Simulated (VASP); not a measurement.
Method: PBE GGA with D3 dispersion (Becke-Johnson damping), VASP's PBE PAW potentials (set 64) (plane waves; VASP).

VASP ran on this input.

**INCAR**
```
SYSTEM=KZnF3
PREC=Accurate; ENCUT=520; LREAL=.FALSE.
LASPH=.TRUE.
EDIFF=1E-6; NELM=100; ALGO=Normal
LMAXMIX=4
ISMEAR=0; SIGMA=0.05
GGA=PE; IVDW=12
IBRION=2; NSW=60; ISIF=3
EDIFFG=-0.02
LWAVE=.FALSE.; LCHARG=.FALSE.
```

**KPOINTS**
```
Automatic
0
G
 5 5 5
0 0 0
```

**POSCAR**
```
KZnF3
1
    4.0989518637    -0.0000000000     0.0000000000
    0.0000000000     4.0989518637     0.0000000000
   -0.0000000000    -0.0000000000     4.0989518637
K Zn F
1 1 3
Direct
  0.0000000000   0.0000000000   0.0000000000
  0.5000000000   0.5000000000   0.5000000000
  0.5000000000   0.0000000000   0.5000000000
  0.0000000000   0.5000000000   0.5000000000
  0.5000000000   0.5000000000   0.0000000000
```

POTCAR, in this order: K_sv Zn F (PBE.64 set). Program: vasp_std.

Output of the run:

File OUTCAR:
```
 ion  position               nearest neighbor table
   1  0.000  0.000  0.000-
   2  0.500  0.500  0.500-   3 2.05   4 2.05   5 2.05   5 2.05   3 2.05   4 2.05
   3  0.500  0.000  0.500-   2 2.05   2 2.05
   4  0.000  0.500  0.500-   2 2.05   2 2.05
   5  0.500  0.500  0.000-   2 2.05   2 2.05
  LATTYP: Found a simple cubic cell.
 ALAT       =     4.0989518637
 Subroutine PRICEL returns:
 Original cell was already a primitive cell.
 Subroutine GETGRP returns: Found 48 space group operations
The static configuration has the point symmetry O_h .
The dynamic configuration has the point symmetry O_h .
 Subroutine INISYM returns: Found 48 space group operations
 Subroutine IBZKPT returns following result:
 Found     10 irreducible k-points:

 Following reciprocal coordinates:
            Coordinates               Weight
  0.000000  0.000000  0.000000      1.000000
  0.200000  0.000000  0.000000      6.000000
  0.400000  0.000000  0.000000      6.000000
  0.200000  0.200000  0.000000     12.000000
  0.400000  0.200000  0.000000     24.000000
  0.400000  0.400000  0.000000     12.000000
...
```

File OSZICAR:
```
       N       E                     dE             d eps       ncg     rms          rms(c)
DAV:   1     0.435703479074E+03    0.43570E+03   -0.22603E+04   500   0.198E+03
DAV:   2     0.115979571212E+02   -0.42411E+03   -0.41495E+03   597   0.478E+02
DAV:   3    -0.218912152014E+02   -0.33489E+02   -0.33382E+02   593   0.148E+02
DAV:   4    -0.226119241579E+02   -0.72071E+00   -0.72011E+00   856   0.202E+01
DAV:   5    -0.226182339261E+02   -0.63098E-02   -0.63080E-02   640   0.151E+00    0.114E+01
DAV:   6    -0.202803232682E+02    0.23379E+01   -0.85765E+00   725   0.406E+01    0.691E+00
DAV:   7    -0.203453056418E+02   -0.64982E-01   -0.15383E+00   519   0.852E+00    0.448E+00
DAV:   8    -0.203611008618E+02   -0.15795E-01   -0.60233E-01   639   0.164E+01    0.165E+00
DAV:   9    -0.203248926472E+02    0.36208E-01   -0.97089E-02   758   0.914E+00    0.687E-01
DAV:  10    -0.203202771497E+02    0.46155E-02   -0.95242E-02   746   0.779E+00    0.304E-01
DAV:  11    -0.203198681705E+02    0.40898E-03   -0.15021E-02   726   0.166E+00    0.849E-02
DAV:  12    -0.203199740025E+02   -0.10583E-03   -0.64398E-04   534   0.226E-01    0.878E-02
DAV:  13    -0.203199682412E+02    0.57613E-05   -0.27515E-04   621   0.522E-01    0.730E-02
DAV:  14    -0.203199320014E+02    0.36240E-04   -0.16439E-04   714   0.362E-01    0.397E-02
DAV:  15    -0.203199168287E+02    0.15173E-04   -0.10656E-04   551   0.882E-02    0.117E-02
DAV:  16    -0.203199160531E+02    0.77566E-06   -0.23447E-06   510   0.391E-02
   1 F= -.21077547E+02 E0= -.21077547E+02  d E =-.210775E+02
```

OUTCAR:
```
------------------------ aborting loop because EDIFF is reached ----------------------------------------
 Edisp (eV)   -0.75763
  FORCE on cell =-STRESS in cart. coord.  units (eV):
  Direction    XX          YY          ZZ          XY          YZ          ZX
  --------------------------------------------------------------------------------------
  Total      -0.02860    -0.02860    -0.02860    -0.00000    -0.00000     0.00000
  in kB      -0.66537    -0.66537    -0.66537    -0.00000    -0.00000     0.00000
  external pressure =       -0.67 kB  Pullay stress =        0.00 kB
  volume of cell :       68.87
      direct lattice vectors                 reciprocal lattice vectors
     4.098951864  0.000000000  0.000000000     0.243964807  0.000000000  0.000000000
     0.000000000  4.098951864  0.000000000     0.000000000  0.243964807  0.000000000
     0.000000000  0.000000000  4.098951864     0.000000000  0.000000000  0.243964807
 POSITION                                       TOTAL-FORCE (eV/Angst)
 -----------------------------------------------------------------------------------
      0.00000      0.00000      0.00000         0.000000      0.000000      0.000000
      2.04948      2.04948      2.04948         0.000000      0.000000      0.000000
      2.04948      0.00000      2.04948         0.000000      0.000000      0.000000
      0.00000      2.04948      2.04948         0.000000      0.000000      0.000000
      2.04948      2.04948      0.00000         0.000000      0.000000      0.000000
 -----------------------------------------------------------------------------------
    total drift:                                0.000000      0.000000     -0.000000
  FREE ENERGIE OF THE ION-ELECTRON SYSTEM (eV)
  ---------------------------------------------------
  free  energy   TOTEN  =       -21.0775465122 eV

  energy  without entropy=      -21.0775465122  energy(sigma->0) =      -21.07754651

 reached required accuracy - stopping structural energy minimisation
```
(Selected blocks of OUTCAR.)

The compound is KZnF3 in the cubic perovskite structure. It was relaxed first. The start is the result of an earlier pass.
